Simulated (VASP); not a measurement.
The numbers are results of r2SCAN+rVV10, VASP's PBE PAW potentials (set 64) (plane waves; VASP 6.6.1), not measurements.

VASP ran on this input.

### POSCAR
```
FeAl
1.0
  2.8370838452   0.0000000000   0.0000000000
  0.0000000000   2.8370838452   0.0000000000
  0.0000000000   0.0000000000   2.8370838452
Al Fe
1 1
Cart
  1.4185419226   1.4185419226   1.4185419226
  0.0000000000   0.0000000000   0.0000000000
```

File KPOINTS:
```
Automatic mesh
0
Gamma
12 12 12
0 0 0
```

**INCAR**
```
# general
SYSTEM    =  FeAl
PREC      =  Accurate
ENCUT     =  520
LREAL     =  F   # projection in real space or not
LASPH     =  T   # aspherical one-centre terms

# electronic loop
EDIFF     =  1E-6   # SCF stop (eV)
NELM      =  100   # most electronic steps
ALGO      =  Normal
LMAXMIX   =  4   # l cut-off of mixed one-centre charges
LMIXTAU   =  T

# smearing
ISMEAR    =  1   # Methfessel-Paxton
SIGMA     =  0.1   # width (eV)

# functional
METAGGA   =  R2SCAN
LUSE_VDW  =  T
BPARAM    =  11.95
CPARAM    =  0.0093

# ions
IBRION    =  2
NSW       =  60   # most ionic steps
ISIF      =  3
EDIFFG    =  -0.01   # ionic stop

# output
LWAVE     =  F
LCHARG    =  F
```

POTCAR, in this order: Al Fe (PBE.64 set). Program: vasp_std.

### Question
Estimate the energy per atom (σ→0), volume per atom, band gap (on the k-mesh).

### Answer

- energy per atom (σ→0): -10.521 eV/atom
- band gap (on the k-mesh): none (metal, semimetal or under 0.01 eV)
- volume per atom: 11.40 Å³/atom

File OSZICAR:
```
...
       N       E                     dE             d eps       ncg     rms          rms(c)
DAV:   1    -0.210426566442E+02   -0.39588E-03   -0.75696E-03  1580   0.174E+00    0.184E-01
DAV:   2    -0.210428944689E+02   -0.23782E-03   -0.13433E-02  1790   0.188E+00    0.204E-01
DAV:   3    -0.210422548184E+02    0.63965E-03   -0.45387E-03  1781   0.111E+00    0.196E-02
DAV:   4    -0.210422487172E+02    0.61013E-05   -0.16691E-05  1553   0.419E-02    0.737E-03
DAV:   5    -0.210422474285E+02    0.12887E-05   -0.73094E-06  1520   0.439E-02    0.281E-03
DAV:   6    -0.210422470582E+02    0.37027E-06   -0.37949E-06  1038   0.367E-02
   2 F= -.21042247E+02 E0= -.21042143E+02  d E =0.132448E-04
```

The compound is FeAl in the CsCl type structure. This run relaxes it. Symmetry was kept, so distortions that lower it aren't found. The start is the result of an earlier pass. The run is not spin-polarised, so no magnetic state was tried. The electron count is odd and the run is not spin-polarised, which forces a metal.
